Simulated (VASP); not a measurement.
# Driving VASP from ASE on Mg (Magnesium), part 3 of 3

Do ASE scripts that read Mg (Magnesium) from different structure formats give one answer, and do several routes find one equilibrium volume? All runs use PBE. Left out of this account: 1 further run (self-consistent run: a reference on another mesh). The start is a cell from a database of measured crystal structures.

VASP 6.6.1; PBE; plane waves and PAW (Mg).

So far. Step 4 (Full relaxation (PBE, through ASE)): It ends with forces that vanish by symmetry and a pressure of 0.01 GPa. Step 5 (Equation of state by an ASE loop (PBE)): The fitted volume lies -0.01 % from the relaxed one.

### Step 6. Relaxation driven by ASE (PBE) (continued)

Parts of OUTCAR (step 6):

```text
   ENCUT  =  400.0 eV  29.40 Ry    5.42 a.u.   5.20  5.20  8.46*2*pi/ulx,y,z

   NELECT =       4.0000    total number of electrons

 E-fermi :   2.6799

 k-point     1 :       0.0000    0.0000    0.0000
  band No.  band energies     occupation
      1      -4.2940      2.00000
      2       0.9556      2.00000
      3       1.3976      2.00000
      4      13.6405      0.00000
      5      13.6405      0.00000
      6      13.7676      0.00000
      7      13.7676      0.00000
      8      14.5010      0.00000

  Total       -0.0053472     -0.0053472      0.0253922     -0.0000000      0.0000000     -0.0000000
  in kB       -0.1873980     -0.1873980      0.8898941     -0.0000000      0.0000000     -0.0000000
  external PRESSURE =       0.1716994 kB  Pullay stress =       0.0000000 kB

 POSITION                                       TOTAL-FORCE (eV/Angst)
 -----------------------------------------------------------------------------------
     -0.00000      1.84159      1.29710        -0.000000      0.000000      0.000000
      1.59486      0.92080      3.89130         0.000000     -0.000000      0.000000
 -----------------------------------------------------------------------------------
    total drift:                                0.000000     -0.000000      0.000000

  FREE ENERGIE OF THE ION-ELECTRON SYSTEM (eV)
  ---------------------------------------------------
  free  energy   TOTEN  =        -3.0205684803 eV

  energy  without entropy=       -3.0148055194  energy(sigma->0) =       -3.01768700

[... 5 parts as in an earlier step ...]

[... 11 further parts left out ...]
```

Numbers from this step:

- optimizer steps: 2
- volume after bfgs: 22.86 Å³/atom

### Step 7. Side by side

| run | atoms | mesh | energy (eV/atom) | pressure (GPa) |
| --- | --- | --- | --- | --- |
| ASE, structure typed into the script | 2 | 14×14×8 | -1.50813 | -0.568 |
| ASE, structure read from a CIF with its space group | 2 | 8×8×5 | -1.51918 | -0.527 |

### Step 8. Total energy, forces and stress (PBE, through ASE), changed input

This run is made with a changed input; what comes of it follows.

run.py

```python
import numpy as np
from ase.calculators.vasp import Vasp
from ase import Atoms
from ase.dft.bandgap import bandgap

atoms = Atoms(['Mg', 'Mg'],
              cell=[[3.2093, 0.0, 0.0], [-1.60465, 2.77933533, 0.0], [0.0, 0.0, 5.2103]],
              scaled_positions=[[0.33333333, 0.66666667, 0.25], [0.66666667, 0.33333333, 0.75]],
              pbc=True)

calc = Vasp(
    xc='pbe',
    pp='PBE',
    prec='Accurate',
    encut=400,
    ediff=1e-06,
    nelm=86,
    ismear=-1,
    sigma=0.05,
    lreal=False,
    algo='Normal',
    nbands=8,
    lorbit=11,
    lwave=False,
    lcharg=False,
    kpar=2,
    isif=2,
    nelect=8.0,
    pp_version='64',
    setups={'Mg': ''},
    kpts=(14, 14, 8),
    gamma=True,
    txt='vasp.out',
)
atoms.calc = calc

print("energy (eV):", round(atoms.get_potential_energy(), 6))
print("Fermi level (eV):", round(calc.get_fermi_level(), 4))
print("forces (eV/A):")
print(np.round(atoms.get_forces(), 4))
print("stress (GPa, Voigt, tension positive):", np.round(atoms.get_stress() * 160.21766, 3))
gap, p1, p2 = bandgap(calc, direct=False)
print("gap on the mesh (eV):", round(gap, 4))
```

PAW data sets: Mg (PBE family, release 64).

Run with:

```bash
export ASE_VASP_COMMAND="mpirun -np 2 vasp_std"
python run.py
```

The log of the run:

```text
energy (eV): 12.120584
Fermi level (eV): 4.9063
forces (eV/A):
[[-0.  0.  0.]
 [ 0.  0.  0.]]
stress (GPa, Voigt, tension positive): [-85.005 -85.005 -88.013  -0.     -0.     -0.   ]
gap on the mesh (eV): 0.0
```

It took 6.4 s on 2 MPI ranks of Intel Xeon 6975P-C (Granite Rapids), shared host; peak memory 0.3 GiB.

The INCAR that ASE wrote:

```
ENCUT = 400.000000
NELECT = 8.000000
SIGMA = 0.050000
EDIFF = 1.00e-06
ALGO = Normal
GGA = PE
PREC = Accurate
ISIF = 2
ISMEAR = -1
KPAR = 2
LORBIT = 11
NBANDS = 8
NELM = 86
LCHARG = .FALSE.
LWAVE = .FALSE.
LREAL = .FALSE.
```

ASE turned this into the KPOINTS:

```
KPOINTS created by Atomic Simulation Environment
0
Gamma
14 14 8
0 0 0
```

vasp.out:

```text
[... set-up lines as in an earlier step ...]
 entering main loop
       N       E                     dE             d eps       ncg     rms          rms(c)
DAV:   1     0.248291437716E+02    0.24829E+02   -0.26474E+03  1920   0.639E+02
DAV:   2     0.158071243701E+02   -0.90220E+01   -0.87552E+01  2664   0.522E+01
DAV:   3     0.157388528924E+02   -0.68271E-01   -0.67529E-01  2544   0.549E+00
DAV:   4     0.157385472616E+02   -0.30563E-03   -0.30544E-03  2856   0.287E-01
DAV:   5     0.157385467691E+02   -0.49247E-06   -0.49256E-06  2520   0.891E-03BRMIX: very serious problems
 the old and the new charge density differ
 old charge density:     4.00000 new    8.00000
BRMIX: very serious problems
 the old and the new charge density differ
 old charge density:     4.00000 new    8.00000
    0.605E+00
DAV:   6     0.119969014791E+02   -0.37416E+01   -0.18605E-01  2120   0.351E+00    0.109E+00
DAV:   7     0.121037576471E+02    0.10686E+00   -0.87037E-02  1952   0.174E+00    0.343E-01
DAV:   8     0.121147786541E+02    0.11021E-01   -0.39010E-03  2184   0.379E-01    0.581E-02
DAV:   9     0.121149029109E+02    0.12426E-03   -0.53804E-05  2808   0.475E-02    0.631E-03
DAV:  10     0.121149047978E+02    0.18870E-05   -0.10302E-06  1984   0.705E-03    0.173E-03
DAV:  11     0.121149048059E+02    0.80550E-08   -0.98877E-08  1320   0.209E-03
   1 F= 0.12114905E+02 E0= 0.12120584E+02  d E =-.113581E-01
```

Parts of OUTCAR (step 8):

```text
NELECT = 8.000000

 ion  position               nearest neighbor table
   1  0.333  0.667  0.250-   2 3.20   2 3.20   2 3.20   2 3.20   2 3.20   2 3.20
   2  0.667  0.333  0.750-   1 3.20   1 3.20   1 3.20   1 3.20   1 3.20   1 3.20

 E-fermi :   4.9063

 k-point     1 :       0.0000    0.0000    0.0000
  band No.  band energies     occupation
      1      -5.9268      2.00000
      2      -0.7187      2.00000
      3      -0.2607      2.00000
      4      11.7899      0.00000
      5      11.7899      0.00000
      6      11.9679      0.00000
      7      11.9679      0.00000
      8      12.6714      0.00000

  Total       24.6575291     24.6575292     25.5298906      0.0000000      0.0000000      0.0000000
  in kB      850.0532718    850.0532728    880.1274010      0.0000000      0.0000000      0.0000000
  external PRESSURE =     860.0779819 kB  Pullay stress =       0.0000000 kB

 POSITION                                       TOTAL-FORCE (eV/Angst)
 -----------------------------------------------------------------------------------
     -0.00000      1.85289      1.30258        -0.000000      0.000000      0.000000
      1.60465      0.92645      3.90773         0.000000      0.000000      0.000000
 -----------------------------------------------------------------------------------
    total drift:                                0.000000     -0.000000     -0.000000

  FREE ENERGIE OF THE ION-ELECTRON SYSTEM (eV)
  ---------------------------------------------------
  free  energy   TOTEN  =        12.1149048059 eV

  energy  without entropy=       12.1262629090  energy(sigma->0) =       12.12058386

[... 8 parts as in an earlier step ...]

[... 8 further parts left out ...]
```

The run converged, but on settings that are not sound, so its numbers are not to be trusted.

The fault in the input: wrong number of electrons (NELECT = 8.0). Leave NELECT out for a neutral cell.

### Step 9. Summary of results

```
energy, ASE, structure typed into the script                : -1.50813 eV/atom
energy, ASE, structure read from a CIF with its space group : -1.51918 eV/atom
volume from VASP's own relaxation                           : 22.86 Å³/atom
volume from the fit of the ASE volume loop                  : 22.86 Å³/atom
volume from BFGS in ASE                                     : 22.86 Å³/atom
```

In words: With the structure read from a CIF with its space group, ASE's run differs from the first script by -11.1 meV an atom, which comes from its other mesh. The routes to the equilibrium volume agree within 0.03 %. VASP's relaxation keeps the plane waves of its start, while ASE starts VASP afresh at each cell, and a loop at fixed shape can't relax anything but the volume.

[Lines on the potential files, build, host, timing and source positions are cut from VASP's logs without a mark.]

[Logs are printed without paths, hosts, clocks, repeated set-up lines and the standing remarks that a program may print on its own settings, such as how far it seeks lower states.]

[Hosts, paths, dates, database ids (printed as entryN), source tags and the programs' standing remarks are cut or masked in the printed files.]

[A measured line is paired with the nearest computed mode of its activity, which favours agreement.]
